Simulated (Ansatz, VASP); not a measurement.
# CaGe4O9 (glassy 80GeO2-20CaO (mol %)) in two plane-wave programs

Aim: how closely do two programs agree when they are given the same cell, functional and k mesh? Of the first pair: The structure shown is the start of the Ansatz relaxation below; VASP solves that cell, so the two are compared at the walk's first step.

Main program and level: Ansatz 0.2.0; plane waves, with VASP 6.6.1 beside it; single point at PBE.

## (1) The starting structure

The cell holds 98 atoms: 28 Ge, 7 Ca and 63 O. Its edges and angles: a = 11.372 Å, b = 11.372 Å, c = 11.372 Å, α = 90.0°, β = 90.0°, γ = 90.0°. As first built, before any earlier steps moved the atoms (in the runner's words): 98 atoms (28 Ge, 7 Ca, 63 O) placed at random at 3.67 g/cm^3, melted at 4000 K for 10 ps at fixed volume with the Morse and Coulomb pair potential with partial charges (Pedone, Malavasi, Menziani, Cormack and Segre, J. Phys. Chem. B 110, 11780 (2006)). Quenched from 3000 K to 300 K at 50 K/ps and fixed volume, held 10 ps at zero pressure.

## (2) Ansatz: relaxation, PBE

Ansatz runs on its default PAW (the set named soft_2) files.

The two programs are compared at the cell with which this relaxation starts, whose forces are those of its first step.

input.yaml reads:

```yaml
crystal:
  lattice:
    - [11.37166, 0.0, 0.0]
    - [0.0, 11.37166, 0.0]
    - [0.0, 0.0, 11.37166]
  atoms:
    - { symbol: Ge, position: [0.6315, 0.5028, 0.10094] }
    - { symbol: Ge, position: [0.35326, 0.94463, 0.58159] }
    - { symbol: Ge, position: [0.91063, 0.72426, 0.49835] }
    - { symbol: Ge, position: [0.31501, 0.40367, 0.79171] }
    - { symbol: Ge, position: [0.57662, 0.38782, 0.62906] }
    - { symbol: Ge, position: [0.51353, 0.99644, 0.08532] }
    - { symbol: Ge, position: [0.14033, 0.84258, 0.87153] }
    - { symbol: Ge, position: [0.95442, 0.74055, 0.06329] }
    - { symbol: Ge, position: [0.52589, 0.75609, 0.23288] }
    - { symbol: Ge, position: [0.2534, 0.65102, 0.68663] }
    - { symbol: Ge, position: [0.56192, 0.13749, 0.47989] }
    - { symbol: Ge, position: [0.28877, 0.59386, 0.25834] }
    - { symbol: Ge, position: [0.07336, 0.03704, 0.6678] }
    - { symbol: Ge, position: [0.79471, 0.02202, 0.59781] }
    - { symbol: Ge, position: [0.59298, 0.81704, 0.67582] }
    - { symbol: Ge, position: [0.1413, 0.29764, 0.57496] }
    - { symbol: Ge, position: [0.31319, 0.20021, 0.01706] }
    - { symbol: Ge, position: [0.63305, 0.23696, 0.22182] }
    - { symbol: Ge, position: [0.48009, 0.61724, 0.48503] }
    - { symbol: Ge, position: [0.05088, 0.47509, 0.149] }
    - { symbol: Ge, position: [0.79316, 0.86546, 0.28842] }
    - { symbol: Ge, position: [0.89508, 0.13908, 0.26759] }
    - { symbol: Ge, position: [0.71749, 0.83556, 0.92606] }
    - { symbol: Ge, position: [0.98724, 0.62253, 0.73793] }
    - { symbol: Ge, position: [0.92326, 0.43549, 0.4228] }
    - { symbol: Ge, position: [0.17046, 0.82251, 0.39686] }
    - { symbol: Ge, position: [0.03085, 0.2172, 0.01513] }
    - { symbol: Ge, position: [0.7906, 0.12156, 0.87212] }
    - { symbol: Ca, position: [0.55824, 0.33885, 0.89575] }
    - { symbol: Ca, position: [0.37449, 0.32597, 0.33546] }
[... 62 atom lines left out ...]
    - { symbol: O, position: [0.91992, 0.17248, 0.92697] }
    - { symbol: O, position: [0.34812, 0.31614, 0.91573] }
    - { symbol: O, position: [0.81887, 0.82091, 0.43063] }
    - { symbol: O, position: [0.46158, 0.88909, 0.67549] }
    - { symbol: O, position: [0.77709, 0.22995, 0.24412] }
    - { symbol: O, position: [0.5858, 0.10418, 0.15959] }
kpoints:
  mp_grid: { grid: [1, 1, 1] }
hamiltonian:
  xc: pbe
scf:
  occupations: { method: fixed }
output:
  forces: true
relax:
  f_tol: 0.05
  max_steps: 150
  cell: {}
```

Command:

```sh
$ ansatz run input.yaml --threads 4 --pin off --max-ram 8192MiB --backend cpu --events-out ev --progress --plain --runs-dir out
```

Numbers of over 12 decimals in the logs are rounded to 6 here.

The log of the run:

```text
Engine: ansatz 0.2.0, aarch64-unknown-linux-gnu
Pseudopotentials: kind: paw
Pseudopotential: Ge, paw, valence charge 14, recommended cutoff 420 eV (normal), Ge.paw.azcp
Pseudopotential: Ca, paw, valence charge 10, recommended cutoff 420 eV (normal), Ca.paw.azcp
Pseudopotential: O, paw, valence charge 6, recommended cutoff 420 eV (normal), O.paw.azcp
Functional definition: PBE
  parameter kappa = 0.804
  parameter beta = 0.066725
  exchange = pbe_x(kappa = kappa, mu = beta*pi^2/3)
  correlation = pbe_c(beta = beta)
Crystal: 98 atoms, lattice volume = 1470.522 Å³
Basis set: ecut = 420 eV, 28671 PW (Γ), exchange–correlation on 160×160×160 points (8 copies of the dense FFT grid, shifted against one another)
Bands: 518, of which v1, the nominal top of the filled ones, is band 420 counted from 1 (419 counted from 0)
Symmetry: 1 space group operations
Space group: P1 (ITA 1), of the structure as read, at distance tolerance 1.1e-4 Å
k-points: 1
Non-local potential: Ge, projectors of the file, l = 0: 2, l = 1: 2, l = 2: 3, l = 3: 1
Non-local potential: Ca, projectors of the file, l = 0: 3, l = 1: 2, l = 2: 2
Non-local potential: O, projectors of the file, l = 0: 2, l = 1: 2, l = 2: 1
PAW form: soft (Blöchl's): semilocal exchange-correlation on the pseudo side does not see the compensation charge
PAW one-centre angular grid: Ge, 590 points (default); XC on 64 Gauss nodes
PAW one-centre angular grid: Ca, 110 points (default); XC on 64 Gauss nodes
PAW one-centre angular grid: O, 110 points (default); XC on 64 Gauss nodes
Initial density: superposition of atomic densities (neutral atoms: chi_scale 0, normalization atom), corrected by the library's trained network
Initial wavefunctions: pseudopotential atomic-orbital guess
Functional: x = pbe(κ = 0.804, μ = 0.219515), c = pbe(β = 0.066725)
SCF iter   1: F=—  HF=-168728.847843 eV  |F-HF|=—  |Δ(HF+E_count)|=         —  Δρ=2.91e-3  dr2=1.67e-1  ethr=1.77e-3  ⟨swp⟩=5.0  Hψ=1586  notcnv=0  defer=96
preconditioner: auto → Resta (q_TF=auto, 2.485 Å⁻¹)  ε∞=2.9  [insulator: Δε(μ)=1.704 eV  Ē_g=20.335 eV  n_scr=388 (ndim 8)  ℏωp=27.8 eV  f_vac=0.220  ε∞_Penn≈2.9]
SCF iter   2: F=—  HF=-168728.841464 eV  |F-HF|=—  |Δ(HF+E_count)|=   6.38e-3  Δρ=1.66e-3  dr2=3.30e-2  ethr=1.98e-5  ⟨swp⟩=2.0  Hψ=832  notcnv=0  defer=96
SCF iter   3: F=—  HF=-168728.840800 eV  |F-HF|=—  |Δ(HF+E_count)|=   6.64e-4  Δρ=6.90e-4  dr2=1.02e-2  ethr=3.93e-6  ⟨swp⟩=2.0  Hψ=622  notcnv=0  defer=96
SCF iter   4: F=—  HF=-168728.841020 eV  |F-HF|=—  |Δ(HF+E_count)|=   2.20e-4  Δρ=2.38e-4  dr2=9.34e-4  ethr=1.21e-6  ⟨swp⟩=2.0  Hψ=620  notcnv=0  defer=96
SCF iter   5: F=—  HF=-168728.841094 eV  |F-HF|=—  |Δ(HF+E_count)|=   7.46e-5  Δρ=1.42e-4  dr2=2.93e-4  ethr=1.11e-7  ⟨swp⟩=3.0  Hψ=656  notcnv=0  defer=96
SCF iter   6: F=—  HF=-168728.841103 eV  |F-HF|=—  |Δ(HF+E_count)|=   8.84e-6  Δρ=4.59e-5  dr2=3.11e-5  ethr=3.49e-8  ⟨swp⟩=3.0  Hψ=656  notcnv=0  defer=92
SCF iter   7: F=—  HF=-168728.841568 eV  |F-HF|=—  |Δ(HF+E_count)|=   4.65e-4  Δρ=2.39e-5  dr2=7.72e-6  ethr=3.70e-9  ⟨swp⟩=3.0  Hψ=942  notcnv=0  defer=92
SCF iter   8: F=—  HF=-168728.841571 eV  |F-HF|=—  |Δ(HF+E_count)|=   2.89e-6  Δρ=7.61e-6  dr2=8.83e-7  ethr=9.20e-10  ⟨swp⟩=3.0  Hψ=633  notcnv=0  defer=92
SCF iter   9: F=—  HF=-168728.841571 eV  |F-HF|=—  |Δ(HF+E_count)|=   6.74e-7  Δρ=3.39e-6  dr2=1.80e-7  ethr=1.05e-10  ⟨swp⟩=2.0  Hψ=837  notcnv=0  defer=92
SCF iter  10: F=-168728.841571 eV  HF=-168728.841571 eV  |F-HF|=1.62e-8  |Δ(HF+E_count)|=   8.48e-8  Δρ=1.24e-6  dr2=2.35e-8  ethr=1.19e-11  ⟨swp⟩=4.0  Hψ=1499  notcnv=0
SCF 1 converged in 10 iterations: F = -168728.841571 eV  dr2 = 2.35e-8
  greatest PAW one-centre occupation: 0.999 electrons in one spin orbital (limit 2), on the Ge atom at site 6 (counted from 0), in its partial waves of l = 2
relax step   1: F+E_penalty+E_count = -168728.84157148 eV  Δ(F+E_penalty+E_count) = +0.000e0 eV  max|allowed force component| = 3.867e0 eV/Å  Δτ_max = 0.0000 Å  P = +7.726 GPa  Ω = 1470.522 Å³  (10 SCF iters, dr2 threshold 1.00e-7 eV, accepted)
Crystal: 98 atoms, lattice volume = 1484.692 Å³
Basis set: ecut = 420 eV, 28977 PW (Γ), exchange–correlation on 160×160×160 points (8 copies of the dense FFT grid, shifted against one another)
Initial density: handed on by an earlier stage of this run
Initial wavefunctions: those handed on with the density
iter 1 solved again at ethr=4.00e-4 eV; its pass at ethr=3.10e-3 eV (dr2=3.36e0 eV) is discarded
SCF iter   1: F=—  HF=-168736.652062 eV  |F-HF|=—  |Δ(HF+E_count)|=         —  Δρ=2.41e-2  dr2=3.36e0  ethr=4.00e-4  ⟨swp⟩=1.0  Hψ=2296  notcnv=0  defer=92
preconditioner: auto → Resta (q_TF=auto, 2.481 Å⁻¹)  ε∞=2.9  [insulator: Δε(μ)=1.763 eV  Ē_g=20.139 eV  n_scr=382 (ndim 8)  ℏωp=27.7 eV  f_vac=0.222  ε∞_Penn≈2.9]
[...]
atom  98  O     -0.00236273     0.00538479    -0.00335206
  max |Σ_I F_I| component: 3.78e-6 eV/Å
--- Stress (GPa, compression-positive) ---
        0.001585      -0.005028      -0.012226
       -0.005028       0.019618       0.010736
       -0.012226       0.010736       0.012876
  P = ⅓ Tr σ = 0.0114 GPa (0.114 kbar)
--- Relaxed structure (19 steps of the walk, 17 accepted, 2 SCFs on fresh bases) ---
  F+E_penalty+E_count = -168741.84064131 eV   max|allowed force component| = 2.847e-2 eV/Å   (the final SCF, on the basis selected at the relaxed cell)
  cell:  # Å, volume = 1446.5467 Å³
    - [11.272604, 0.022084, -0.244114]
    - [0.022084, 11.275965, 0.330848]
    - [-0.244114, 0.330848, 11.395386]
  atoms:
    - { symbol: Ge, position: [0.621440, 0.502679, 0.101499] }
    - { symbol: Ge, position: [0.357107, 0.935974, 0.567214] }
    - { symbol: Ge, position: [0.935720, 0.720808, 0.467876] }
    - { symbol: Ge, position: [0.320560, 0.399237, 0.810999] }
    - { symbol: Ge, position: [0.567022, 0.380066, 0.640748] }
    - { symbol: Ge, position: [0.504437, 0.993899, 0.097262] }
    - { symbol: Ge, position: [0.135905, 0.818467, 0.863856] }
    - { symbol: Ge, position: [0.938802, 0.751184, 0.066024] }
    - { symbol: Ge, position: [0.537792, 0.739350, 0.231238] }
    - { symbol: Ge, position: [0.254374, 0.642710, 0.690017] }
    - { symbol: Ge, position: [0.569932, 0.132698, 0.494811] }
    - { symbol: Ge, position: [0.291452, 0.623859, 0.242791] }
    - { symbol: Ge, position: [0.086486, 0.024517, 0.658267] }
    - { symbol: Ge, position: [0.805900, 0.014988, 0.610054] }
    - { symbol: Ge, position: [0.595613, 0.802240, 0.673342] }
    - { symbol: Ge, position: [0.155928, 0.296712, 0.583988] }
    - { symbol: Ge, position: [0.293341, 0.207132, 0.052189] }
    - { symbol: Ge, position: [0.621120, 0.236416, 0.226569] }
    - { symbol: Ge, position: [0.473853, 0.614491, 0.490624] }
    - { symbol: Ge, position: [0.053619, 0.477958, 0.153058] }
    - { symbol: Ge, position: [0.797646, 0.868079, 0.271287] }
    - { symbol: Ge, position: [0.880450, 0.148653, 0.281893] }
    - { symbol: Ge, position: [0.697867, 0.853072, 0.930307] }
    - { symbol: Ge, position: [0.993561, 0.611999, 0.719747] }
    - { symbol: Ge, position: [0.939873, 0.441685, 0.414019] }
    - { symbol: Ge, position: [0.184138, 0.844374, 0.376452] }
    - { symbol: Ge, position: [0.015467, 0.225521, 0.029664] }
    - { symbol: Ge, position: [0.787573, 0.115011, 0.866776] }
    - { symbol: Ca, position: [0.576204, 0.327766, 0.928727] }
    - { symbol: Ca, position: [0.384586, 0.357467, 0.341737] }
    - { symbol: Ca, position: [0.752631, 0.553515, 0.867254] }
    - { symbol: Ca, position: [0.149185, 0.166612, 0.328868] }
    - { symbol: Ca, position: [0.871523, 0.337037, 0.661101] }
    - { symbol: Ca, position: [0.420012, 0.700479, 0.936837] }
    - { symbol: Ca, position: [0.214542, 0.922760, 0.106557] }
    - { symbol: O, position: [0.554013, 0.226436, 0.609657] }
    - { symbol: O, position: [0.365028, 0.599764, 0.600875] }
    - { symbol: O, position: [0.410395, 0.663514, 0.150630] }
    - { symbol: O, position: [0.313747, 0.823274, 0.472518] }
    - { symbol: O, position: [0.224262, 0.019054, 0.582885] }
    - { symbol: O, position: [0.236391, 0.787153, 0.732240] }
    - { symbol: O, position: [0.951630, 0.963136, 0.594355] }
    - { symbol: O, position: [0.559425, 0.903582, -0.017594] }
    - { symbol: O, position: [-0.030454, 0.597293, 0.088874] }
    - { symbol: O, position: [0.026892, 0.705041, 0.836998] }
    - { symbol: O, position: [0.290600, 0.244640, 0.197316] }
    - { symbol: O, position: [0.524265, 0.726100, 0.386099] }
    - { symbol: O, position: [0.648714, 0.159536, 0.892475] }
    - { symbol: O, position: [0.625197, 0.754026, 0.827856] }
    - { symbol: O, position: [0.099660, 0.967416, 0.804319] }
    - { symbol: O, position: [0.063299, 0.180093, 0.645667] }
    - { symbol: O, position: [0.451193, 0.032578, 0.483741] }
    - { symbol: O, position: [0.659361, 0.843341, 0.200251] }
    - { symbol: O, position: [0.716309, 0.074827, 0.487297] }
    - { symbol: O, position: [0.054138, 0.376916, 0.038744] }
    - { symbol: O, position: [0.717514, 0.900409, 0.672232] }
    - { symbol: O, position: [0.356453, 0.554338, 0.372650] }
    - { symbol: O, position: [0.808958, 0.960972, 0.911312] }
    - { symbol: O, position: [0.922411, 0.810723, 0.205013] }
[...]
- { symbol: O, position: [0.968802, 0.158653, 0.405647] }
    - { symbol: O, position: [0.589970, 0.670444, 0.602424] }
    - { symbol: O, position: [0.908706, 0.207272, 0.914662] }
    - { symbol: O, position: [0.353761, 0.318040, 0.950225] }
    - { symbol: O, position: [0.812281, 0.812929, 0.418886] }
    - { symbol: O, position: [0.456818, 0.878526, 0.682736] }
    - { symbol: O, position: [0.772627, 0.262714, 0.243463] }
    - { symbol: O, position: [0.586492, 0.122878, 0.129699] }
```

Reading the cycles: dr2 is the Hartree energy of the density residual (eV), the measure of convergence; HF is the Harris–Foulkes estimate of the energy, which meets the free energy F at convergence.

## (3) VASP: single point, PBE, start cell, pair 1

The same cell, functional and mesh now go to VASP, with its own data sets.

Lines of VASP's logs that name or quote its potential files are left out, and so is its time.

INCAR reads:

```
SYSTEM = CaGe4O9
PREC = Accurate
ENCUT = 520
EDIFF = 1E-06
NELM = 120
ISMEAR = 0
SIGMA = 0.01
LREAL = Auto
ALGO = Normal
GGA = PE
NBANDS = 488
LORBIT = 11
LWAVE = .FALSE.
LCHARG = .FALSE.
ISIF = 2
LASPH = .TRUE.
GGA_COMPAT = .FALSE.
EFERMI = MIDGAP
NCORE = 2
```

POSCAR reads:

```
CaGe4O9
1.0
   11.3716600000      0.0000000000      0.0000000000
    0.0000000000     11.3716600000      0.0000000000
    0.0000000000      0.0000000000     11.3716600000
Ge Ca O
28 7 63
Direct
    0.6314997107      0.5028025812      0.1009439255
    0.3532641672      0.9446290163      0.5815861536
    0.9106322208      0.7242566169      0.4983529230
    0.3150111769      0.4036701766      0.7917137867
    0.5766176618      0.3878237654      0.6290638306
    0.5135310060      0.9964420322      0.0853173591
    0.1403313149      0.8425770732      0.8715262328
    0.9544165056      0.7405515114      0.0632889130
    0.5258862822      0.7560901399      0.2328771701
    0.2534018780      0.6510219264      0.6866279857
    0.5619232372      0.1374909204      0.4798859621
    0.2887705049      0.5938622857      0.2583439885
    0.0733578035      0.0370394472      0.6678004794
    0.7947124694      0.0220196524      0.5978106978
    0.5929829066      0.8170399045      0.6758204167
    0.1412986319      0.2976434399      0.5749556353
    0.3131908622      0.2002082370      0.0170599543
    0.6330474179      0.2369574891      0.2218233750
    0.4800882193      0.6172361819      0.4850303298
    0.0508808740      0.4750933461      0.1490019927
    0.7931559684      0.8654585171      0.2884187533
    0.8950760047      0.1390825966      0.2675862627
    0.7174941917      0.8355596281      0.9260565300
    0.9872437269      0.6225300440      0.7379309617
    0.9232601045      0.4354861120      0.4227966717
    0.1704588424      0.8225096424      0.3968637824
    0.0308486184      0.2171978409      0.0151341141
    0.7905969753      0.1215565713      0.8721242105
    0.5582386389      0.3388511440      0.8957531266
    0.3744923784      0.3259682403      0.3354567407
[... 62 atom lines left out ...]
    0.9199184640      0.1724814143      0.9269710843
    0.3481197996      0.3161367821      0.9157326195
    0.8188690130      0.8209091725      0.4306319394
    0.4615772895      0.8890874331      0.6754862527
    0.7770897125      0.2299488377      0.2441156348
    0.5857983795      0.1041800406      0.1595897169
```

KPOINTS reads:

```
Automatic mesh
0
Gamma
1 1 1
0 0 0
```

The projector-augmented-wave data sets are Ge_d, Ca_sv and O (PBE family, release 64).

Command:

```sh
$ mpirun -np 8 vasp_gam
```

The log of the run:

```text
[banner, memory and clock lines left out]
running    8 mpi-ranks, on    1 nodes
[...]
LDA part: xc-table for (Slater+PW92), standard interpolation
 POSCAR, INCAR and KPOINTS ok, starting setup
[...]
entering main loop
       N       E                     dE             d eps       ncg     rms          rms(c)
DAV:   1     0.285290970547E+05    0.28529E+05   -0.27562E+05  1176   0.441E+03
DAV:   2     0.656149285252E+04   -0.21968E+05   -0.20980E+05   976   0.121E+03
DAV:   3     0.487282142672E+03   -0.60742E+04   -0.56404E+04  1016   0.413E+02
DAV:   4    -0.642791608183E+03   -0.11301E+04   -0.11036E+04  1128   0.189E+02
[...]
DAV:  20    -0.612727541650E+03   -0.42931E-06   -0.12164E-05  1224   0.171E-02    0.368E-03
DAV:  21    -0.612727542808E+03   -0.11579E-05   -0.89975E-06  1064   0.119E-02    0.194E-03
DAV:  22    -0.612727543084E+03   -0.27608E-06   -0.11945E-06   688   0.774E-03
   1 F= -.61272754E+03 E0= -.61272754E+03  d E =0.000000E+00
```

Parts of OUTCAR (step 3):

```text
  FREE ENERGIE OF THE ION-ELECTRON SYSTEM (eV)
  ---------------------------------------------------
  free  energy   TOTEN  =      -612.7275430842 eV

  energy  without entropy=     -612.7275430842  energy(sigma->0) =     -612.72754308
```

The run ends at a pressure of 7.30 GPa, with forces up to 4.8 eV/Å.

## (4) Differences

Known differences besides the potentials themselves: fixed occupations in Ansatz, narrow Gaussian smearing in VASP; the cutoff is 420 eV in Ansatz and 520 eV in VASP (PREC = Accurate, projectors in real space). Total energies have different zeros and are not compared.

Forces on 9 of the 98 atoms, those with the largest forces and the largest differences (eV/Å; atoms numbered as in POSCAR):

| atom | Ansatz x, y, z | VASP x, y, z |
| --- | --- | --- |
| Ge9 | -0.174, -1.490, -1.389 | -0.134, -1.495, -1.293 |
| Ge23 | 1.120, 3.867, 0.122 | 1.129, 3.865, 0.135 |
| Ge25 | -1.114, 1.833, -2.524 | -1.070, 1.828, -2.473 |
| O57 | 1.754, -2.216, 2.658 | 1.712, -2.139, 2.619 |
| O62 | -0.572, 1.748, -3.135 | -0.569, 1.707, -3.052 |
| O74 | 0.705, 0.326, 3.234 | 0.697, 0.309, 3.203 |
| O79 | -1.119, -1.652, 0.631 | -1.049, -1.583, 0.609 |
| O81 | 3.296, -0.884, 3.507 | 3.235, -0.866, 3.458 |
| O83 | 2.553, 0.349, 2.348 | 2.485, 0.340, 2.274 |

The forces differ by 33 meV/Å r.m.s., which is 2.7 % of the r.m.s. force of 1.218 eV/Å (both taken over all components).

(Part 1 of 2 ends here.)

[Lines on the potential files, build, host, timing and source positions are cut from VASP's logs without a mark.]

[Logs are printed without paths, hosts, clocks, repeated set-up lines and the standing remarks that a program may print on its own settings, such as how far it seeks lower states.]

[Hosts, paths, dates, database ids (printed as entryN), source tags and the programs' standing remarks are cut or masked in the printed files.]
